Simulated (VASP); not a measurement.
**CdSi4O in VASP: the effect of target pressure**

The system is CdSi4O.

```
Cd Si O
1.0
     0.00000    3.60175    3.60175
     3.60175    0.00000    3.60175
     3.60175    3.60175    0.00000
Cd Si O
1 4 1
Direct
  0.50000 0.50000 0.50000
  0.87672 0.87672 0.36984
  0.87672 0.36984 0.87672
  0.87672 0.87672 0.87672
  0.36984 0.87672 0.87672
  0.25000 0.25000 0.25000
```

The cell was built by a generator and needn't be a form met in nature.

Alike in all runs:

- Program: VASP 6.6.1
- Task: relaxation of cell and atoms
- Functional: LDA
- Potentials or basis: VASP PAW LDA potentials, release 64 (Cd, Si, O)
- Cutoff: 600 eV
- k mesh: 5 × 5 × 5
- Occupations: fermi-dirac, width 0.05 eV
- Spin: no spin polarisation

Each run relaxes the cell or the atoms first.

| target pressure | target pressure | relaxed volume (Å³/atom) |
| --- | --- | --- |
| 0 GPa | - | 14.68 |
| 2 GPa | 2 GPa | 14.41 |
| 5 GPa | 5 GPa | ? |
| 10 GPa | 10 GPa | 13.54 |
| 20 GPa | 20 GPa | 12.75 |
| 30 GPa | 30 GPa | 12.15 |

Problem. What does the run with target pressure 5 GPa give?

Solution. Relaxed volume 14.05 Å³/atom.

Worked out: In Murnaghan's law V^(-B') rises as a straight line in P. The other rows fit best with B' = 4.2, V0 = 14.68 Å³/atom and B0 = 104 GPa, which gives 14.05 Å³/atom at 5 GPa, against the run's 14.05.

Caveats: the cell is relaxed towards a set pressure, so the enthalpy falls and the energy may rise (some runs); the volume moved by over 15 % at a fixed basis, so the end points are rough (some runs).
